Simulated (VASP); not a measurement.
Input:

```yaml
crystal:
  lattice:
    - [1.74613, -3.02439, 0.00000]
    - [1.74613, 3.02439, 0.00000]
    - [0.00000, 0.00000, 13.97614]
  atoms:
    - { symbol: Te, position: [0.33333, 0.66667, 0.87932] }
    - { symbol: Te, position: [0.66667, 0.33333, 0.37932] }
    - { symbol: Te, position: [0.66667, 0.33333, 0.12068] }
    - { symbol: Te, position: [0.33333, 0.66667, 0.62068] }
    - { symbol: Mo, position: [0.33333, 0.66667, 0.25000] }
    - { symbol: Mo, position: [0.66667, 0.33333, 0.75000] }
```

All values below come from PBEsol GGA with spin-orbit coupling, VASP's PBE PAW potentials (set 64) (plane waves; VASP). Run with 400 eV cut-off, 7×7×2 Γ-centred mesh, Gaussian smearing of 0.050 eV, potentials Te Mo_sv.

The path is coarsely sampled, so an indirect gap can come out somewhat too large. Without a dispersion term in the relaxation, distances and binding between the weakly bound layers, chains or molecules are unreliable, and so is what depends on them.

**Question.** Predict the energy per atom (σ→0), band gap (over mesh and band path) with the smallest direct gap where there is one.

**Answer.** 
The band gap (over mesh and band path) comes out as 0.81 eV, the smallest direct gap (over mesh and band path) is 1.03 eV and the energy per atom (σ→0) is -6.666 eV/atom.

The compound is MoTe2 in the 2H layered structure. It was relaxed first.
